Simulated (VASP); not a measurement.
Input:

```
CELL_PARAMETERS angstrom
      0.00000     2.80667     2.80667
      2.80667     0.00000     2.80667
      2.80667     2.80667     0.00000
ATOMIC_POSITIONS crystal
  Ga 0.00000 0.00000 0.00000
  As 0.25000 0.25000 0.25000
```

Computed with revTPSS meta-GGA, VASP's PBE PAW potentials (set 64) (plane waves; VASP). Run with 520 eV cut-off, 8×8×8 Γ-centred mesh, Gaussian smearing of 0.050 eV, potentials Ga_d As.

Task: The job: GaAs (zinc blende), 2 atoms, revTPSS, static run, 520 eV, 8×8×8 Γ-centred mesh. Roughly how much core time does it take on a busy server core?

Result: About 70 core-seconds (one run on a shared machine, a rough figure). It had 29 irreducible k-points, 13 bands, up to 1243 plane waves and 19 electronic steps.

The compound is GaAs in the zinc blende structure. This cell is one point of a volume scan, at 0.97 of the reference volume.
